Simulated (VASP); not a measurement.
```
CELL_PARAMETERS angstrom
      0.00000     2.58000     2.58000
      2.58000     0.00000     2.58000
      2.58000     2.58000     0.00000
ATOMIC_POSITIONS crystal
  Sr 0.00000 0.00000 0.00000
  O  0.50000 0.50000 0.50000
```

Calculation: SCAN meta-GGA, VASP's PBE PAW potentials (set 64) (plane waves; VASP 6.6.1). Numerical set-up: 520 eV cut-off, 10×10×10 Γ-centred mesh, tetrahedra with Blöchl corrections, potentials Sr_sv O.

Q: Estimate the energy per atom (σ→0), band gap (over mesh and band path) with the smallest direct gap where there is one.

A: 
| Property | Value |
|---|---|
| band gap (over mesh and band path) | 3.73 eV |
| smallest direct gap (over mesh and band path) | 3.82 eV |
| energy per atom (σ→0) | -1665.5 kJ/mol of atoms |

The absolute energy has meaning only against runs of the same code, potentials and settings.

The compound is SrO in the rock salt structure. The cell was not relaxed at this level.
